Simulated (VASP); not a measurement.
Output of a VASP run:

File OSZICAR:
```
...
DAV:  11    -0.571405269103E+02    0.11333E-01   -0.10924E-02  1876   0.961E-01    0.956E-01
DAV:  12    -0.571375249036E+02    0.30020E-02   -0.12937E-03  1757   0.342E-01    0.246E-01
DAV:  13    -0.571443961953E+02   -0.68713E-02   -0.37344E-03  1750   0.559E-01    0.178E-01
DAV:  14    -0.571453193900E+02   -0.92319E-03   -0.12249E-03  2037   0.334E-01    0.173E-01
DAV:  15    -0.571453169604E+02    0.24296E-05   -0.84373E-06  1933   0.309E-02    0.185E-01
DAV:  16    -0.571453140974E+02    0.28631E-05   -0.35058E-06  1781   0.151E-02    0.175E-01
DAV:  17    -0.571453336390E+02   -0.19542E-04   -0.37935E-05  1754   0.632E-02    0.260E-02
DAV:  18    -0.571453281625E+02    0.54765E-05   -0.10889E-05  1694   0.297E-02    0.187E-02
DAV:  19    -0.571453317999E+02   -0.36374E-05   -0.16723E-06  1017   0.142E-02    0.162E-02
DAV:  20    -0.571453307867E+02    0.10132E-05   -0.74392E-07   840   0.812E-03    0.505E-03
DAV:  21    -0.571453309475E+02   -0.16080E-06   -0.11061E-07   819   0.357E-03
   1 F= -.57145331E+02 E0= -.57145227E+02  d E =-.571453E+02
       N       E                     dE             d eps       ncg     rms          rms(c)
DAV:   1    -0.571595645081E+02   -0.14234E-01   -0.57448E-01  1584   0.755E+00    0.256E+00
DAV:   2    -0.571457200014E+02    0.13845E-01   -0.26018E-02  1584   0.169E+00    0.114E+00
DAV:   3    -0.571416418103E+02    0.40782E-02   -0.18147E-02  1665   0.119E+00    0.103E+00
DAV:   4    -0.571419084485E+02   -0.26664E-03   -0.53385E-04  1916   0.230E-01    0.847E-01
DAV:   5    -0.571420453805E+02   -0.13693E-03   -0.17159E-03  1877   0.227E-01    0.202E-01
DAV:   6    -0.571420602852E+02   -0.14905E-04   -0.27034E-04  1686   0.174E-01    0.351E-02
DAV:   7    -0.571421388999E+02   -0.78615E-04   -0.15756E-04  1638   0.136E-01    0.423E-02
DAV:   8    -0.571421725343E+02   -0.33634E-04   -0.33502E-05  1644   0.628E-02    0.585E-03
DAV:   9    -0.571421697440E+02    0.27903E-05   -0.45638E-06  1683   0.223E-02    0.881E-03
DAV:  10    -0.571421723934E+02   -0.26494E-05   -0.33731E-07   825   0.680E-03    0.337E-03
DAV:  11    -0.571421705968E+02    0.17966E-05   -0.11868E-07   810   0.380E-03    0.233E-03
DAV:  12    -0.571421710159E+02   -0.41905E-06   -0.18943E-08   810   0.125E-03
   2 F= -.57142171E+02 E0= -.57142075E+02  d E =0.315993E-02
       N       E                     dE             d eps       ncg     rms          rms(c)
DAV:   1    -0.571537874969E+02   -0.11617E-01   -0.24913E-01  1584   0.497E+00    0.170E+00
DAV:   2    -0.571479140817E+02    0.58734E-02   -0.11523E-02  1584   0.112E+00    0.752E-01
DAV:   3    -0.571463057203E+02    0.16084E-02   -0.80082E-03  1663   0.781E-01    0.684E-01
DAV:   4    -0.571464021130E+02   -0.96393E-04   -0.23783E-04  1911   0.153E-01    0.562E-01
DAV:   5    -0.571464462472E+02   -0.44134E-04   -0.58923E-04  1877   0.131E-01    0.193E-01
DAV:   6    -0.571464262870E+02    0.19960E-04   -0.12030E-04  1707   0.113E-01    0.152E-02
DAV:   7    -0.571464924401E+02   -0.66153E-04   -0.73366E-05  1632   0.922E-02    0.280E-02
DAV:   8    -0.571464936163E+02   -0.11762E-05   -0.15159E-05  1629   0.415E-02    0.435E-03
DAV:   9    -0.571464996474E+02   -0.60311E-05   -0.19859E-06  1531   0.148E-02    0.713E-03
DAV:  10    -0.571464982081E+02    0.14393E-05   -0.25436E-07   801   0.520E-03    0.266E-03
DAV:  11    -0.571464992842E+02   -0.10761E-05   -0.57698E-08   801   0.264E-03    0.185E-03
DAV:  12    -0.571464989631E+02    0.32111E-06   -0.14079E-08   792   0.988E-04
   3 F= -.57146499E+02 E0= -.57146397E+02  d E =-.116802E-02
```

**OUTCAR**
```
------------------------ aborting loop because EDIFF is reached ----------------------------------------
  FORCE on cell =-STRESS in cart. coord.  units (eV):
  Direction    XX          YY          ZZ          XY          YZ          ZX
  --------------------------------------------------------------------------------------
  Total       -0.0103184     -0.0103184     -0.0103184      0.0000000     -0.0000000     -0.0000000
  in kB       -0.6670365     -0.6670365     -0.6670365      0.0000000     -0.0000000     -0.0000000
  external PRESSURE =      -0.6670365 kB  Pullay stress =       0.0000000 kB
  volume of cell :       24.78
      direct lattice vectors                 reciprocal lattice vectors
     0.000000000  2.314095175  2.314095175    -0.216067172  0.216067172  0.216067172
     2.314095175  0.000000000  2.314095175     0.216067172 -0.216067172  0.216067172
     2.314095175  2.314095175 -0.000000000     0.216067172  0.216067172 -0.216067172
 POSITION                                       TOTAL-FORCE (eV/Angst)
 -----------------------------------------------------------------------------------
      0.00000      0.00000      0.00000         0.000000      0.000000     -0.000000
      2.31410      2.31410      2.31410        -0.000000      0.000000      0.000000
 -----------------------------------------------------------------------------------
    total drift:                                0.000000     -0.000000     -0.000000
  FREE ENERGIE OF THE ION-ELECTRON SYSTEM (eV)
  ---------------------------------------------------
  free  energy   TOTEN  =       -57.1464989631 eV

  energy  without entropy=      -57.1461924444  energy(sigma->0) =      -57.14639679

 reached required accuracy - stopping structural energy minimisation
```
(Selected blocks of OUTCAR.)

POSCAR:
```
HfC
1
    0.0000000000     2.3200000000     2.3200000000
    2.3200000000     0.0000000000     2.3200000000
    2.3200000000     2.3200000000     0.0000000000
Hf C
1 1
Direct
  0.0000000000   0.0000000000   0.0000000000
  0.5000000000   0.5000000000   0.5000000000
```

**Question.** Write an INCAR and KPOINTS that could have produced this output.

**Answer.** This is not unique; one that fits is the input of the run itself, r2SCAN+rVV10, plane waves, VASP's PBE PAW potentials (set 64).

INCAR:
```
! general
SYSTEM    =  HfC
PREC      =  Accurate
ENCUT     =  520
LREAL     =  F
LASPH     =  T

! electronic loop
EDIFF     =  1E-6
NELM      =  100
ALGO      =  Normal
LMAXMIX   =  6
LMIXTAU   =  T

! smearing
ISMEAR    =  1
SIGMA     =  0.1

! functional
METAGGA   =  R2SCAN
LUSE_VDW  =  T
BPARAM    =  11.95
CPARAM    =  0.0093

! ions
IBRION    =  2
NSW       =  60
ISIF      =  3
EDIFFG    =  -0.01

! output
LWAVE     =  F
LCHARG    =  F
```

KPOINTS:
```
K-points
0
gamma
 12 12 12
```

POTCAR, in this order: Hf_pv C (PBE.64 set). Program: vasp_std.

The compound is HfC in the rock salt structure. This run relaxes it. Symmetry was kept, so distortions that lower it aren't found.
